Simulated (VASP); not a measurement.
These are PBE GGA, VASP's PBE PAW potentials (set 64) (plane waves; VASP) values and carry that method's errors.

VASP ran on this input.

File KPOINTS:
```
Automatic mesh
0
Gamma
10 10 10
0 0 0
```

### INCAR
```
# general
SYSTEM=AlN
PREC  =Accurate
ENCUT =520
LREAL =.FALSE.
LASPH =.TRUE.

# electronic loop
EDIFF =1E-7
NELM  =100
ALGO  =Normal

# smearing
ISMEAR=0
SIGMA =0.05

# functional
GGA   =PE

# ions
ISIF  =2

# output
LWAVE =.FALSE.
LCHARG=.FALSE.
```

**POSCAR**
```
AlN
3.1120470
  0.0000000000   0.7071067104   0.7071067104
  0.7071067104   0.0000000000   0.7071067104
  0.7071067104   0.7071067104   0.0000000000
Al N
1 1
direct
  0.0000000000   0.0000000000   0.0000000000
  0.2500000000   0.2500000000   0.2500000000
```

POTCAR, in this order: Al N (PBE.64 set). Program: vasp_std.

What VASP printed:

File OSZICAR:
```
       N       E                     dE             d eps       ncg     rms          rms(c)
DAV:   1     0.984881086517E+01    0.98488E+01   -0.39724E+03   784   0.825E+02
DAV:   2    -0.166330600810E+02   -0.26482E+02   -0.26100E+02   976   0.144E+02
DAV:   3    -0.171839192736E+02   -0.55086E+00   -0.55086E+00   880   0.264E+01
DAV:   4    -0.171856478095E+02   -0.17285E-02   -0.17285E-02  1104   0.137E+00
DAV:   5    -0.171856531546E+02   -0.53451E-05   -0.53451E-05   912   0.588E-02    0.852E+00
DAV:   6    -0.148616902562E+02    0.23240E+01   -0.13609E+01   816   0.236E+01    0.290E+00
DAV:   7    -0.148535731365E+02    0.81171E-02   -0.10009E-01   776   0.335E+00    0.197E+00
DAV:   8    -0.148476489789E+02    0.59242E-02   -0.19031E-02   864   0.191E+00    0.412E-01
DAV:   9    -0.148473270535E+02    0.32193E-03   -0.85348E-04   992   0.233E-01    0.206E-01
DAV:  10    -0.148474370864E+02   -0.11003E-03   -0.26942E-04   832   0.142E-01    0.325E-02
DAV:  11    -0.148474357538E+02    0.13327E-05   -0.54887E-06   952   0.188E-02    0.148E-02
DAV:  12    -0.148474358941E+02   -0.14037E-06   -0.11604E-06   824   0.103E-02    0.104E-03
DAV:  13    -0.148474359024E+02   -0.82957E-08   -0.12255E-08   536   0.115E-03
   1 F= -.14847436E+02 E0= -.14847436E+02  d E =-.572112E-11
```

### OUTCAR
```
------------------------ aborting loop because EDIFF is reached ----------------------------------------
  FORCE on cell =-STRESS in cart. coord.  units (eV):
  Direction    XX          YY          ZZ          XY          YZ          ZX
  --------------------------------------------------------------------------------------
  Total        0.0005116      0.0005116      0.0005116     -0.0000000      0.0000000      0.0000000
  in kB        0.0384640      0.0384640      0.0384640     -0.0000000      0.0000000      0.0000000
  external PRESSURE =       0.0384640 kB  Pullay stress =       0.0000000 kB
  volume of cell :       21.31
      direct lattice vectors                 reciprocal lattice vectors
     0.000000000  2.200549317  2.200549317    -0.227215994  0.227215994  0.227215994
     2.200549317  0.000000000  2.200549317     0.227215994 -0.227215994  0.227215994
     2.200549317  2.200549317  0.000000000     0.227215994  0.227215994 -0.227215994
  FREE ENERGIE OF THE ION-ELECTRON SYSTEM (eV)
  ---------------------------------------------------
  free  energy   TOTEN  =       -14.8474359024 eV

  energy  without entropy=      -14.8474359024  energy(sigma->0) =      -14.84743590
```
(Selected blocks of OUTCAR.)

### OUTCAR
```
 val. band max:        5.7579861805   @ k =   0.0000   0.0000   0.0000

 cond. band min:       9.0639349738   @ k =   0.5000   0.5000   0.0000


 Fermi energy:         5.9619467502

 k-point     1 :       0.0000    0.0000    0.0000
  band No.  band energies     occupation
      1      -9.0924      2.00000
      2       5.7580      2.00000
      3       5.7580      2.00000
      4       5.7580      2.00000
      5       9.7548      0.00000
      6      18.0957      0.00000
      7      18.0957      0.00000
      8      18.0957      0.00000

 k-point     2 :       0.1000    0.0000    0.0000
  band No.  band energies     occupation
      1      -8.9502      2.00000
      2       4.9469      2.00000
      3       5.7066      2.00000
      4       5.7066      2.00000
      5      10.4216      0.00000
      6      17.7083      0.00000
      7      18.2268      0.00000
      8      18.2268      0.00000

 k-point     3 :       0.2000    0.0000    0.0000
  band No.  band energies     occupation
      1      -8.5451      2.00000
      2       3.3616      2.00000
      3       5.5786      2.00000
      4       5.5786      2.00000
      5      11.5467      0.00000
      6      16.9155      0.00000
      7      18.1753      0.00000
      8      18.1753      0.00000

 k-point     4 :       0.3000    0.0000    0.0000
  band No.  band energies     occupation
      1      -7.9585      2.00000
      2       1.7470      2.00000
      3       5.4318      2.00000
      4       5.4318      2.00000
      5      12.3877      0.00000
      6      16.1755      0.00000
      7      17.5529      0.00000
      8      17.5529      0.00000

 k-point     5 :       0.4000    0.0000    0.0000
  band No.  band energies     occupation
      1      -7.3748      2.00000
      2       0.4935      2.00000
      3       5.3213      2.00000
      4       5.3213      2.00000
      5      12.8118      0.00000
      6      15.6599      0.00000
      7      16.9754      0.00000
...
```

The compound is AlN in the zinc blende structure, a metastable form; wurtzite is the usual one. It was relaxed first.
